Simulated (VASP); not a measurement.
Sn2GeO2:

```
Sn Ge O
1.0
    -2.01819    2.01819    4.92752
     2.01819   -2.01819    4.92752
     2.01819    2.01819   -4.92752
Sn Ge O
2 1 2
Direct
  0.63816 0.63816 0.00000
  0.36184 0.36184 0.00000
  0.00000 0.00000 0.00000
  0.25000 0.75000 0.50000
  0.75000 0.25000 0.50000
```

The cell was built by a generator and needn't be a form met in nature.

| Quantity | Value |
| --- | --- |
| Program | VASP 6.6.1 |
| Task | relaxation of cell and atoms |
| Functional | PBE |
| Potentials or basis | VASP PAW PBE potentials, release 64 (Sn_d, Ge_d, O) |
| Cutoff | 520 eV |
| k mesh | 5 × 5 × 5 |
| Occupations | gaussian, width 0.15 eV |
| Spin | no spin polarisation |

At the start: pressure 4.9 GPa; volume 16.06 Å³/atom.

Question: How do energy, volume and symmetry change on relaxing?

Answer: Over 13 steps the energy falls by 340.6 meV/atom and the volume is 17.04 Å³/atom (+6.1 %); space group I4/mmm (No. 139, to 0.05 Å).

The path:
```csv
step,energy change (eV),largest force (eV/Å),pressure (GPa),volume (Å³)
1,0.0000,1.7587,4.90,80.28
2,-0.7656,0.1931,0.38,85.92
3,-1.1808,1.1238,-4.02,94.42
4,-1.5729,0.8991,-1.86,90.18
5,-1.5721,0.9602,-2.08,90.28
6,-1.6847,0.4169,-0.07,86.57
7,-1.7003,0.1857,0.64,85.13
8,-1.7015,0.1340,0.39,84.82
9,-1.7012,0.0350,1.25,84.20
10,-1.7017,0.1513,0.55,84.64
11,-1.7017,0.0614,1.49,84.42
12,-1.6837,0.3416,-3.02,87.24
13,-1.7031,0.0077,-0.19,85.20
```

Final structure:
```
CELL_PARAMETERS angstrom
-1.85762 1.85762 6.17226
1.85762 -1.85762 6.17226
1.85762 1.85762 -6.17226
ATOMIC_POSITIONS crystal
Sn 0.65062 0.65062 0.00000
Sn 0.34938 0.34938 0.00000
Ge 0.00000 0.00000 0.00000
O 0.25000 0.75000 0.50000
O 0.75000 0.25000 0.50000
```

Caveat: the k mesh is coarse (spacing up to 0.44 Å⁻¹), so the values aren't converged.
